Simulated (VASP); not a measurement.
Wanted: the native input for a VASP 6.6.1 run.

* Task: single point
* Functional: PBE
* Potentials or basis: VASP PAW PBE potentials, release 64 (Ca_sv, Sn_d, Se)
* Cutoff: 520 eV
* k mesh: 12 × 12 × 6
* Occupations: gaussian, width 0.1 eV
* Spin: no spin polarisation
* Dipole correction: no
* Further INCAR settings: ALGO = Fast; EDIFF = 1e-06; NBANDS = 39

The structure of CaSnSe lies in POSCAR:

```
CaSnSe
1.0
    5.1939724627      0.0000000000      0.0000000000
   -2.5969862314      4.4981120992      0.0000000000
    0.0000000000      0.0000000000      6.9869509943
Ca Sn Se
2 2 2
Direct
    0.0000000000      0.0000000000      0.0000000000
    0.0000000000      0.0000000000      0.5000000000
    0.3333333333      0.6666666667      0.2500000000
    0.6666666667      0.3333333333      0.7500000000
    0.6666666667      0.3333333333      0.2500000000
    0.3333333333      0.6666666667      0.7500000000
```

The cell was built by a generator and needn't be a form met in nature.

One way to write it, as run:

INCAR

```
SYSTEM = CaSnSe
PREC = Accurate ; ENCUT = 520
EDIFF = 1E-6 ; ISMEAR = 0
SIGMA = 0.1 ; LREAL = .FALSE.
LASPH = .TRUE. ; NELM = 100
ALGO = Fast ; ISIF = 2
LWAVE = .FALSE. ; LCHARG = .FALSE.
GGA = PE ; NBANDS = 39
```

KPOINTS

```
Automatic mesh
0
G
  12 12 6
  0 0 0
```

Potentials or basis: VASP PAW PBE potentials, release 64 (Ca_sv, Sn_d, Se).

Run with:

```bash
$ cat potpaw_PBE.64/Ca_sv/POTCAR potpaw_PBE.64/Sn_d/POTCAR potpaw_PBE.64/Se/POTCAR > POTCAR
$ mpirun -np 1 vasp_std > vasp.out
```

Results of the run:

```yaml
Pressure: 0.0 GPa
Band_gap_on_the_k_mesh: none (metal or under the smearing width)
```

It took 8.2 min on 1 thread of Intel(R) Xeon(R) 6975P-C (Granite Rapids), on a shared host, peak memory 0.59 GiB.
